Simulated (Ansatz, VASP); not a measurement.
This is a calculation of HfGe for Ansatz 0.2.0.

Contents of input.yaml:

```yaml
crystal:
  lattice:
    - [3.50083787, 0.0, 0.0]
    - [0.0, 3.50083787, 0.0]
    - [0.0, 0.0, 3.50083787]
  atoms:
    - { symbol: Hf, position: [0.0, 0.0, 0.0] }
    - { symbol: Ge, position: [0.5, 0.5, 0.5] }
hamiltonian:
  xc: pbe
  pseudopotentials: { kind: paw }
kpoints:
  mp_grid: { grid: [6, 6, 6] }
scf:
  occupations: { method: fermi_dirac, width: 0.05 }
output:
  forces: true
  stress: true
relax:
  f_tol: 0.01
  max_steps: 40
  cell: { stress_tol: 0.05 }
```

Potentials or basis: Ansatz PAW.

Run with:

```bash
$ ansatz run input.yaml --threads 1 --pin off --max-ram 2560MiB --backend cpu --events-out ev --progress --plain --runs-dir out
```

**Question.** Translate it to VASP 6.6.1. Potentials there: VASP PAW PBE potentials, release 64 (Hf_pv, Ge_d).

**Answer.** As run (the cutoff follows the program's own potentials):

Contents of INCAR:

```
SYSTEM = HfGe
  PREC = Accurate
  ENCUT = 600
  EDIFF = 1E-6
  ISMEAR = -1
  SIGMA = 0.05
  LREAL = .False.
  LASPH = .True.
  NELM = 100
  ALGO = Normal
  ISIF = 3
  LWAVE = .False.
  LCHARG = .False.
  GGA = PE
  IBRION = 2
  NSW = 60
  EDIFFG = -0.01
```

File KPOINTS:

```
Automatic mesh
0
Gamma
  6 6 6
  0 0 0
```

File POSCAR:

```
HfGe
1.0
    3.5008378700      0.0000000000      0.0000000000
    0.0000000000      3.5008378700      0.0000000000
    0.0000000000      0.0000000000      3.5008378700
Hf Ge
1 1
Direct
    0.0000000000      0.0000000000      0.0000000000
    0.5000000000      0.5000000000      0.5000000000
```

Potentials or basis: VASP PAW PBE potentials, release 64 (Hf_pv, Ge_d).

The run is started by

```sh
$ cat potpaw_PBE.64/Hf_pv/POTCAR potpaw_PBE.64/Ge_d/POTCAR > POTCAR
$ mpirun -np 1 vasp_std > vasp.out
```

Both were run:

|  | VASP | Ansatz | Ansatz less VASP |
| --- | --- | --- | --- |
| relaxed volume (Å³/atom) | 18.68 | 18.76 | +0.078 |
| relaxed cell length with the largest relative difference (Å) | 3.343 | 3.348 | +0.0047 |
| energy change over the relaxation (meV/atom) | -118 | -112 | +5.7 |

The two sets of potentials don't hold the same shells in valence.

Caveats: the plane-wave basis is chosen anew once the cell has moved, so the energies of steps on either side of that aren't comparable (Ansatz). Spin-orbit coupling is left out, which matters for the levels of Hf.
